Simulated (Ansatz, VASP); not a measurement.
**SiGe3 (Si0.25Ge0.75, diamond-type random alloy) in two plane-wave programs**

Aim: how closely do two programs agree when they are given the same cell, functional and k mesh? The cell is invented: As first built, before any earlier steps moved the atoms (in the runner's words): 1x1x1 conventional cells of the Ge type (8 atoms: 2 Si, 6 Ge); Ge/Si share their sites, the best of 600 random draws by like-pair counts in two shells; start lattice by linear mixing of the end members' cells; atoms moved at random by 0.02 A. It may not be a known or stable phase. The two relaxations start from unlike cells of this crystal (the structure described is Ansatz's start), so only their ends are compared.

Program: Ansatz 0.2.0. Level of theory: plane waves, with VASP 6.6.1 beside it; relaxation of cell and atoms at PBE and relaxation of cell and atoms at LDA. Results are calculated unless marked as measured.

## Step 1: The starting structure

It takes space group P1 (No. 1, triclinic). The conventional cell has a = 5.600 Å, b = 5.600 Å, c = 5.600 Å, α = 90.00°, β = 90.00°, γ = 90.00°. Nearest to Si lie 3 Ge at 2.39 to 2.44 Å and 1 Si at 2.43 Å. Nearest to Ge lie 3 Ge at 2.40 to 2.46 Å and 1 Si at 2.44 Å. Ge has 3 Ge at 2.40 to 2.44 Å and 1 Si at 2.44 Å nearest. Nearest to Ge lie 3 Ge at 2.42 to 2.44 Å and 1 Si at 2.42 Å. Nearest to Ge lie 1 Si at 2.39 Å and 3 Ge at 2.40 to 2.45 Å. It derives from Ge. Farther neighbours are not listed.

## Step 2: VASP: relaxation of cell and atoms, PBE

The relaxed volume is the usual yardstick between codes: in a stiff, nearly cubic crystal its relative difference is about their pressure difference at one cell divided by the bulk modulus.

Lines of VASP's logs that name or quote its potential files are left out, and so is its time.

File INCAR:

```
SYSTEM = SiGe3
PREC = Accurate
ENCUT = 500
EDIFF = 1E-07
NELM = 120
ISMEAR = -1
SIGMA = 0.01
LREAL = .FALSE.
ALGO = Normal
GGA = PE
NBANDS = 57
LORBIT = 11
LWAVE = .FALSE.
LCHARG = .FALSE.
ISIF = 3
IBRION = 2
NSW = 80
EDIFFG = -0.005
LASPH = .TRUE.
GGA_COMPAT = .FALSE.
NELMIN = 4
EFERMI = MIDGAP
KPAR = 2
```

File POSCAR:

```
SiGe3
1.0
    5.6690884197     -0.0013948628      0.0015454517
   -0.0013978318      5.6690476057      0.0017960412
    0.0015492396      0.0017967856      5.6691475223
Si Ge
2 6
Direct
    0.2545291433      0.2528640566      0.7464600931
    0.4983162956      0.4966282137      0.5026395114
    0.0046763533      0.0031035721      0.5028634303
    0.2547193314      0.7465489206      0.2529794262
    0.0049244464      0.4966658703      0.9962916558
    0.4983035262      0.0031588834      0.9962557426
    0.7480937285      0.7464225992      0.7463737082
    0.7481475966      0.2530864935      0.2528150868
```

File KPOINTS:

```
Automatic mesh
0
Gamma
3 3 3
0 0 0
```

Potentials, in the order of the species: Si and Ge_d (PBE family, release 64).

Launch:

```console
$ mpirun -np 2 vasp_std
```

Numbers of over 12 decimals in the logs are rounded to 6 here.

The program printed:

```text
[banner, memory and clock lines left out]
running    2 mpi-ranks, on    1 nodes
 distrk:  each k-point on    1 cores,    2 groups
 distr:  one band on    1 cores,    1 groups

 POSCAR found type information on POSCAR SiGe
 POSCAR found :  2 types and       8 ions
 LDA part: xc-table for (Slater+PW92), standard interpolation
 POSCAR, INCAR and KPOINTS ok, starting setup
 FFT: planning ... GRIDC
 FFT: planning ... GRID_SOFT
 FFT: planning ... GRID
 WAVECAR not read
 entering main loop
       N       E                     dE             d eps       ncg     rms          rms(c)
DAV:   1     0.105225436332E+04    0.10523E+04   -0.41940E+04  1948   0.393E+03
DAV:   2     0.165218169276E+03   -0.88704E+03   -0.85642E+03  1596   0.102E+03
DAV:   3    -0.223234072120E+02   -0.18754E+03   -0.18201E+03  1691   0.241E+02
DAV:   4    -0.375790528924E+02   -0.15256E+02   -0.15044E+02  1845   0.762E+01
DAV:   5    -0.380469131571E+02   -0.46786E+00   -0.46647E+00  1832   0.149E+01    0.707E+00
DAV:   6    -0.377869350452E+02    0.25998E+00   -0.24855E-01  1870   0.289E+00    0.416E+00
DAV:   7    -0.376548709990E+02    0.13206E+00   -0.25464E-01  1712   0.249E+00    0.313E-01
DAV:   8    -0.376609927477E+02   -0.61217E-02   -0.29347E-02  1878   0.192E+00    0.206E-01
DAV:   9    -0.376630836225E+02   -0.20909E-02   -0.40915E-03  1694   0.139E+00    0.885E-02
DAV:  10    -0.376634076160E+02   -0.32399E-03   -0.44722E-04  1918   0.657E-01    0.450E-02
DAV:  11    -0.376635606252E+02   -0.15301E-03   -0.34951E-04  1750   0.171E-01    0.125E-02
DAV:  12    -0.376635747987E+02   -0.14174E-04   -0.47440E-05  1798   0.155E-01    0.418E-03
DAV:  13    -0.376635765233E+02   -0.17245E-05   -0.62940E-06  1975   0.864E-02    0.169E-03
DAV:  14    -0.376635776514E+02   -0.11281E-05   -0.50952E-06  2014   0.153E-02    0.107E-03
DAV:  15    -0.376635776709E+02   -0.19489E-07   -0.56401E-08  1022   0.943E-03
   1 F= -.37663578E+02 E0= -.37663578E+02  d E =-.376636E+02
 curvature:   0.00 expect dE= 0.000E+00 dE for cont linesearch  0.000E+00
 trial: gam= 0.00000 g(F)=  0.616E-05 g(S)=  0.373E-04 ort = 0.000E+00 (trialstep = 0.100E+01)
 search vector abs. value=  0.435E-04
 bond charge predicted
       N       E                     dE             d eps       ncg     rms          rms(c)
DAV:   1    -0.376641761066E+02   -0.59846E-03   -0.95858E-03  2109   0.111E+00    0.146E-01
DAV:   2    -0.376637514423E+02    0.42466E-03   -0.98950E-04  1993   0.334E-01    0.742E-02
DAV:   3    -0.376636064328E+02    0.14501E-03   -0.30945E-04  2126   0.172E-01    0.181E-02
DAV:   4    -0.376635957360E+02    0.10697E-04   -0.32272E-05  1908   0.879E-02    0.100E-02
DAV:   5    -0.376635926181E+02    0.31179E-05   -0.91028E-06  1990   0.110E-01    0.370E-03
DAV:   6    -0.376635923369E+02    0.28116E-06   -0.29431E-06  1723   0.506E-02    0.162E-03
DAV:   7    -0.376635923331E+02    0.38126E-08   -0.16168E-06  1365   0.114E-02    0.796E-04
DAV:   8    -0.376635923056E+02    0.27494E-07   -0.99363E-08   904   0.133E-02
   2 F= -.37663592E+02 E0= -.37663592E+02  d E =-.146347E-04
 trial-energy change:   -0.000015  1 .order   -0.000029   -0.000043   -0.000014
 step:   1.4909(harm=  1.4909)  dis= 0.00031  next Energy=   -37.663610 (dE=-0.324E-04)
 reached required accuracy - stopping structural energy minimisation
```

From OUTCAR (step 2):

```text
ion  position               nearest neighbor table
   1  0.255  0.253  0.746-   2 2.39   6 2.43   5 2.43   3 2.43
   2  0.498  0.497  0.503-   1 2.39   4 2.43   8 2.43   7 2.43
   3  0.005  0.003  0.503-   1 2.43   7 2.48   4 2.48   8 2.48
   4  0.255  0.747  0.253-   2 2.43   5 2.48   3 2.48   6 2.48
   5  0.005  0.497  0.996-   1 2.43   4 2.48   7 2.48   8 2.48
   6  0.498  0.003  0.996-   1 2.43   8 2.48   7 2.48   4 2.48
   7  0.748  0.746  0.746-   2 2.43   3 2.48   6 2.48   5 2.48
   8  0.748  0.253  0.253-   2 2.43   6 2.48   5 2.48   3 2.48

  LATTYP: Found a base centered monoclinic cell.
 ALAT       =    26.5759918196
 B/A-ratio  =     0.3017706820
 C/A-ratio  =     0.3692688650
 COS(beta)  =    -0.9847078331

 Subroutine GETGRP returns: Found  1 space group operations
 (whereof  1 operations were pure point group operations)

The static configuration has the point symmetry C_1 .

 Found     14 irreducible k-points:

   k-points           NKPTS =     14   k-points in BZ     NKDIM =     14   number of bands    NBANDS=     57

   dimension x,y,z NGX =    42 NGY =   42 NGZ =   42
   dimension x,y,z NGXF=    84 NGYF=   84 NGZF=   84

   ENCUT  =  500.0 eV  36.75 Ry    6.06 a.u.  10.34 10.34 10.34*2*pi/ulx,y,z

   NELECT =      92.0000    total number of electrons

 k-points in reciprocal lattice and weights: Automatic mesh
   0.00000000  0.00000000  0.00000000       0.037
   0.33333333  0.00000000  0.00000000       0.074
  -0.00000000  0.33333333 -0.00000000       0.074
  -0.00000000 -0.00000000  0.33333333       0.074
   0.33333333  0.33333333  0.00000000       0.074
  -0.33333333 -0.00000000  0.33333333       0.074
  -0.33333333  0.33333333 -0.00000000       0.074
   0.33333333  0.00000000  0.33333333       0.074
  -0.00000000  0.33333333  0.33333333       0.074
[...]
0.33333333 -0.33333333  0.33333333       0.074
  -0.33333333 -0.33333333  0.33333333       0.074

 average (electrostatic) potential at core
       1 -84.8395       2 -84.8396       3 -74.3186       4 -74.3186       5 -74.3187
       6 -74.3187       7 -74.3187       8 -74.3186

 E-fermi :   5.0700

 k-point     1 :       0.0000    0.0000    0.0000
  band No.  band energies     occupation
    ...
     42       1.9717      2.00000
     43       2.0141      2.00000
     44       4.8136      2.00000
     45       4.8141      2.00000
     46       4.8469      2.00000
     47       5.2931      0.00000
     48       5.4462      0.00000
     49       5.4465      0.00000
     50       5.4961      0.00000
     51       5.4963      0.00000
    ...

 k-point     2 :       0.3333    0.0000    0.0000
  band No.  band energies     occupation
    ...
     42       1.9797      2.00000
     43       2.3678      2.00000
     44       2.3793      2.00000
     45       3.6291      2.00000
     46       3.6533      2.00000
     47       5.5237      0.00000
     48       6.4055      0.00000
     49       6.8194      0.00000
     50       7.3991      0.00000
     51       7.4396      0.00000
    ...

 k-point     3 :      -0.0000    0.3333   -0.0000
  band No.  band energies     occupation
    ...
     42       1.9797      2.00000
     43       2.3675      2.00000
     44       2.3795      2.00000
     45       3.6293      2.00000
     46       3.6531      2.00000
     47       5.5236      0.00000
     48       6.4055      0.00000
     49       6.8193      0.00000
     50       7.3993      0.00000
     51       7.4395      0.00000
    ...

  Total        0.0160229      0.0160292      0.0154572     -0.0003324     -0.0027742     -0.0005220
  in kB        0.1407850      0.1408401      0.1358144     -0.0029202     -0.0243757     -0.0045865
  external PRESSURE =       0.1391465 kB  Pullay stress =       0.0000000 kB

  energy-cutoff  :      500.00
  volume of cell :      182.35
      direct lattice vectors                 reciprocal lattice vectors
     5.670634908 -0.001378046  0.001460815     0.176347118  0.000042959 -0.000045557
    -0.001380977  5.670605935  0.001584274     0.000042868  0.176348022 -0.000049302
     0.001464572  0.001585010  5.670666614    -0.000045441 -0.000049279  0.176346136

 POSITION                                       TOTAL-FORCE (eV/Angst)
 -----------------------------------------------------------------------------------
      1.44419      1.43481      4.23366         0.000831      0.000967     -0.000357
      2.82583      2.81628      2.85203        -0.000522      0.000075      0.001084
      0.02732      0.01850      2.85154         0.000717      0.000146      0.000033
      1.44384      4.23351      1.43609         0.000226     -0.000560     -0.000502
      0.02858      2.81782      5.65034        -0.001042     -0.001083     -0.000331
      2.82692      0.01878      5.65010        -0.000683      0.000029     -0.000389
      4.24219      4.23265      4.23460         0.000561      0.000239     -0.000647
      4.24261      1.43462      1.43530        -0.000088      0.000187      0.001109
 -----------------------------------------------------------------------------------
    total drift:                                0.000249      0.001158     -0.000315

  FREE ENERGIE OF THE ION-ELECTRON SYSTEM (eV)
  ---------------------------------------------------
  free  energy   TOTEN  =       -37.6635923056 eV

  energy  without entropy=      -37.6635923056  energy(sigma->0) =      -37.66359231

 reached required accuracy - stopping structural energy minimisation

 total charge
# of ion       s       p       d       tot
------------------------------------------
    1        0.757   0.881   0.000   1.638
    2        0.757   0.881   0.000   1.638
    3        1.119   1.257  10.020  12.396
    4        1.119   1.257  10.020  12.396
    5        1.119   1.257  10.020  12.396
    6        1.119   1.257  10.020  12.396
    7        1.119   1.257  10.020  12.396
    8        1.119   1.257  10.020  12.396
--------------------------------------------------
tot          8.231   9.303  60.117  77.651

[... 3 further parts left out ...]
```

## Step 3: Ansatz: relaxation of cell and atoms, PBE

Ansatz runs on its default PAW (the set named soft_2) files.

Its own start cell and the same functional, mesh and smearing now go to Ansatz, which takes its cutoff from its data sets.

File input.yaml:

```yaml
crystal:
  lattice:
    - [5.60014, 0.0, 0.0]
    - [0.0, 5.60014, 0.0]
    - [0.0, 0.0, 5.60014]
  atoms:
    - { symbol: Si, position: [0.25175, 0.2482, 0.75293] }
    - { symbol: Si, position: [0.50294, 0.49847, 0.50225] }
    - { symbol: Ge, position: [0.00137, 0.00128, 0.49556] }
    - { symbol: Ge, position: [0.25456, 0.75233, 0.24993] }
    - { symbol: Ge, position: [0.00126, 0.50121, 0.99893] }
    - { symbol: Ge, position: [0.49793, 0.00036, 0.99789] }
    - { symbol: Ge, position: [0.74828, 0.74586, 0.74903] }
    - { symbol: Ge, position: [0.7536, 0.25077, 0.25018] }
kpoints:
  mp_grid: { grid: [3, 3, 3] }
hamiltonian:
  xc: pbe
scf:
  occupations: { method: fermi_dirac, width: 0.01 }
output:
  forces: true
  stress: true
relax:
  f_tol: 0.02
  max_steps: 45
  cell: { stress_tol: 0.1 }
```

Launch:

```console
$ ansatz run input.yaml --threads 8 --pin off --max-ram 15360MiB --backend cpu --events-out ev --progress --plain --runs-dir out
```

The program printed:

```text
The last accepted step is kept in <dir> (removed where the run ends without a failure and the disk answers)
Engine: ansatz 0.2.0, aarch64-unknown-linux-gnu
Pseudopotentials: kind: paw
Pseudopotential: Si, paw, valence charge 4, recommended cutoff 420 eV (normal), Si.paw.azcp
Pseudopotential: Ge, paw, valence charge 14, recommended cutoff 420 eV (normal), Ge.paw.azcp
Functional definition: PBE
  parameter kappa = 0.804
  parameter beta = 0.066725
  exchange = pbe_x(kappa = kappa, mu = beta*pi^2/3)
  correlation = pbe_c(beta = beta)
Crystal: 8 atoms, lattice volume = 175.629 Å³
Basis set: ecut = 420 eV, 3407 PW (Γ), exchange–correlation on 80×80×80 points (8 copies of the dense FFT grid, shifted against one another)
Bands: 56, of which v1, the nominal top of the filled ones, is band 46 counted from 1 (45 counted from 0)
Symmetry: 1 space group operations
Space group: P1 (ITA 1), of the structure as read, at distance tolerance 5.6e-5 Å
k-points: 14 of 27 (time reversal used)
Non-local potential: Si, projectors of the file, l = 0: 2, l = 1: 2, l = 2: 2
Non-local potential: Ge, projectors of the file, l = 0: 2, l = 1: 2, l = 2: 3, l = 3: 1
PAW form: soft (Blöchl's): semilocal exchange-correlation on the pseudo side does not see the compensation charge
PAW one-centre angular grid: Si, 110 points (default); XC on 64 Gauss nodes
PAW one-centre angular grid: Ge, 590 points (default); XC on 64 Gauss nodes
Initial density: superposition of atomic densities (neutral atoms: chi_scale 0, normalization atom), corrected by the library's trained network
Initial wavefunctions: pseudopotential atomic-orbital guess
Functional: x = pbe(κ = 0.804, μ = 0.219515), c = pbe(β = 0.066725)
SCF iter   1: F=—  HF=-27041.093297 eV  |F-HF|=—  |Δ(HF+E_count)|=         —  Δρ=9.27e-4  dr2=1.07e-3  ethr=1.77e-3  ⟨swp⟩=6.7  Hψ=2950  notcnv=0
preconditioner: auto → Resta (q_TF=auto, 2.450 Å⁻¹)  ε∞=2.7  [insulator: Δε(μ)=0.583 eV  Ē_g=20.872 eV  σ=0.010 eV  W_gap=1.00  n_scr=32 (ndim 8)  ℏωp=26.9 eV  f_vac=0.031  D(μ)=0.00/eV (n_scr^D=0)  ε∞_Penn≈2.7]
SCF iter   2: F=—  HF=-27041.090705 eV  |F-HF|=—  |Δ(HF+E_count)|=   2.59e-3  Δρ=5.41e-4  dr2=4.06e-4  ethr=1.16e-6  ⟨swp⟩=2.4  Hψ=1645  notcnv=0  defer=69
SCF iter   3: F=—  HF=-27041.090542 eV  |F-HF|=—  |Δ(HF+E_count)|=   1.63e-4  Δρ=3.09e-4  dr2=1.53e-4  ethr=4.41e-7  ⟨swp⟩=2.0  Hψ=1256  notcnv=0  defer=69
SCF iter   4: F=—  HF=-27041.090655 eV  |F-HF|=—  |Δ(HF+E_count)|=   1.13e-4  Δρ=1.29e-4  dr2=1.72e-5  ethr=1.66e-7  ⟨swp⟩=2.0  Hψ=1416  notcnv=0  defer=69
SCF iter   5: F=—  HF=-27041.090823 eV  |F-HF|=—  |Δ(HF+E_count)|=   1.67e-4  Δρ=5.38e-5  dr2=2.62e-6  ethr=1.87e-8  ⟨swp⟩=2.0  Hψ=1315  notcnv=0  defer=69
SCF iter   6: F=-27041.090821 eV  HF=-27041.090821 eV  |F-HF|=3.79e-8  |Δ(HF+E_count)|=   1.26e-6  Δρ=6.52e-6  dr2=5.48e-8  ethr=1.09e-10  ⟨swp⟩=3.0  Hψ=3044  notcnv=0
SCF 1 converged in 6 iterations: F = -27041.090821 eV  dr2 = 5.48e-8
  greatest PAW one-centre occupation: 0.998 electrons in one spin orbital (limit 2), on the Ge atom at site 3 (counted from 0), in its partial waves of l = 2
relax step   1: F+E_penalty+E_count = -27041.09082126 eV  Δ(F+E_penalty+E_count) = +0.000e0 eV  max|allowed force component| = 6.792e-1 eV/Å  Δτ_max = 0.0000 Å  P = +3.026 GPa  Ω = 175.629 Å³  (6 SCF iters, dr2 threshold 1.00e-7 eV, accepted)
[...]
relax step   2: F+E_penalty+E_count = -27041.22047933 eV  Δ(F+E_penalty+E_count) = -1.297e-1 eV  max|allowed force component| = 1.044e-1 eV/Å  Δτ_max = 0.0490 Å  P = +0.390 GPa  Ω = 181.582 Å³  energy of the carried Pulay correction = -9.527e-4 eV  (6 SCF iters, dr2 threshold 8.00e-7 eV, accepted)
[...]
relax step   3: F+E_penalty+E_count = -27041.22502214 eV  Δ(F+E_penalty+E_count) = -4.543e-3 eV  max|allowed force component| = 5.974e-3 eV/Å  Δτ_max = 0.0136 Å  P = -0.041 GPa  Ω = 182.705 Å³  energy of the carried Pulay correction = -1.129e-3 eV  (4 SCF iters, dr2 threshold 8.00e-7 eV, accepted)
[...]
relax step   4: F+E_penalty+E_count = -27041.22626762 eV  Δ(F+E_penalty+E_count) = -1.245e-3 eV  max|allowed force component| = 5.952e-3 eV/Å  Δτ_max = 0.0000 Å  P = -0.036 GPa  Ω = 182.705 Å³  stress off target by 4.62e-2 GPa  SCF on the basis re-selected at this cell (its energy is not comparable with the rows above)  (7 SCF iters)
basis re-selected at this cell: Δ(F+E_penalty+E_count) = -1.245e-3 eV, ΔP = +0.005 GPa vs the last step (what re-selecting the basis moved, of the pressure what is left beyond the Pulay correction that the steps carried, after the strain that the cell walked since its last selection, with what the two solves' SCF thresholds leave and, on support functions, any second-order correction that the steps lacked; it is no m [...]
SCF converged after 7 iterations
Free energy (F): -27041.226268 eV
Harris-Foulkes:  -27041.226268 eV  (|F-HF|=1.09e-11)
Internal energy: -27041.226268 eV  (E = F + TS)
E sigma→0 (E₀):  -27041.226268 eV
Fermi energy:    7.793970 eV
--- Per-component energies (eV) ---
  E_band       = -944.069258
  E_kinetic    = 746.069416
  E_local      = -15971.873345  (includes V_loc(G=0)·N_el)
  E_nonlocal   = 2563.108033
  E_hartree    = 7041.120215
  E_xc         = -561.888485
  E_vxc        = -478.682244  (∫ρ·V_xc dr)
  E_paw        = -13145.912872  (= ΣΔE_a)
  E_vpaw       = -1884.933268  (= ΣTr[D̂ρ^β])
  E_aug_tail   = 0.002133  (compensation charges beyond the density's cutoff)
  E_ewald      = -7711.851363
  E_smearing   = -0.000000  (= −TS)
  E_closure    = 0.000000  (closes the sum)
  Σ components = -27041.226268   (vs F -27041.226268, Δ=0.00e0)
--- Forces (eV/Å), atoms counted from 1 ---
  atom   1  Si     0.00378335     0.00331895    -0.00324967
  atom   2  Si    -0.00197022    -0.00152987     0.00310170
  atom   3  Ge     0.00454060     0.00348654     0.00467081
  atom   4  Ge     0.00316162    -0.00419680     0.00285404
  atom   5  Ge     0.00333992    -0.00595199    -0.00350746
  atom   6  Ge    -0.00486129     0.00305208    -0.00298242
  atom   7  Ge    -0.00334493    -0.00280238    -0.00455656
  atom   8  Ge    -0.00464915     0.00462344     0.00366961
  max |Σ_I F_I| component: 1.05e-7 eV/Å
--- Stress (GPa, compression-positive) ---
       -0.028754       0.003458      -0.004293
        0.003458      -0.039508      -0.006054
       -0.004293      -0.006054      -0.040709
  P = ⅓ Tr σ = -0.0363 GPa (-0.363 kbar)
--- Relaxed structure (3 steps of the walk, 3 accepted, 1 SCFs on fresh bases) ---
  F+E_penalty+E_count = -27041.22626762 eV   max|allowed force component| = 5.952e-3 eV/Å   (the final SCF, on the basis selected at the relaxed cell)
  cell:  # Å, volume = 182.7051 Å³
    - [5.673816, -0.00161821, 0.00167461]
    - [-0.00161821, 5.674587, 0.00167516]
    - [0.00167461, 0.00167516, 5.674678]
  atoms:
    - { symbol: Si, position: [0.254444, 0.252857, 0.746532] }
    - { symbol: Si, position: [0.498328, 0.496602, 0.502657] }
    - { symbol: Ge, position: [0.00464253, 0.00302542, 0.502749] }
    - { symbol: Ge, position: [0.254715, 0.746638, 0.252899] }
    - { symbol: Ge, position: [0.00478835, 0.496793, 0.996368] }
    - { symbol: Ge, position: [0.498360, 0.00311288, 0.996289] }
    - { symbol: Ge, position: [0.748134, 0.746465, 0.746413] }
    - { symbol: Ge, position: [0.748278, 0.252987, 0.252794] }
```

## Step 4: Side by side

Known differences besides the potentials themselves: the cutoff is 420 eV in Ansatz and 500 eV in VASP; Ansatz adds a Pulay correction to the stress that steers its cell, VASP none. Total energies have different zeros and are not compared.

Compared:

| quantity | Ansatz | VASP | difference |
| --- | --- | --- | --- |
| volume (Å³) | 182.71 | 182.35 | +0.20 % |
| edge a after relaxation, in the typed setting (Å) | 5.674 | 5.671 | +0.06 % |

(Continued in part 2 of 2.)

[Lines on the potential files, build, host, timing and source positions are cut from VASP's logs without a mark.]

[Logs are printed without paths, hosts, clocks, repeated set-up lines and the standing remarks that a program may print on its own settings, such as how far it seeks lower states.]

[Hosts, paths, dates, database ids (printed as entryN), source tags and the programs' standing remarks are cut or masked in the printed files.]
